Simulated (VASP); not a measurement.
```yaml
crystal:
  lattice:
    - [0.00000, 3.26905, 3.26905]
    - [3.26905, 0.00000, 3.26905]
    - [3.26905, 3.26905, 0.00000]
  atoms:
    - { symbol: Te, position: [0.25000, 0.25000, 0.25000] }
    - { symbol: Hg, position: [0.00000, 0.00000, 0.00000] }
```

The numbers are results of r2SCAN+rVV10, VASP's PBE PAW potentials (set 64) (plane waves; VASP), not measurements. Run with 400 eV cut-off, 9×9×9 Γ-centred mesh, first-order Methfessel-Paxton smearing of 0.10 eV, potentials Te Hg.

Unless said otherwise, spin-orbit coupling is left out, though it shifts the bands of the heavy elements here.

**Question.** What does the run give for the energy per atom (σ→0), band gap (on the k-mesh) with the smallest direct gap where there is one?

**Answer.** 
- band gap (on the k-mesh): none (metal, semimetal or under 0.01 eV)
- energy per atom (σ→0): -37.314 eV/atom

The structure comes from a measured HgTe entry (F-43m) of the Crystallography Open Database, whose conditions weren't checked. It was relaxed first. The start is the result of an earlier pass.
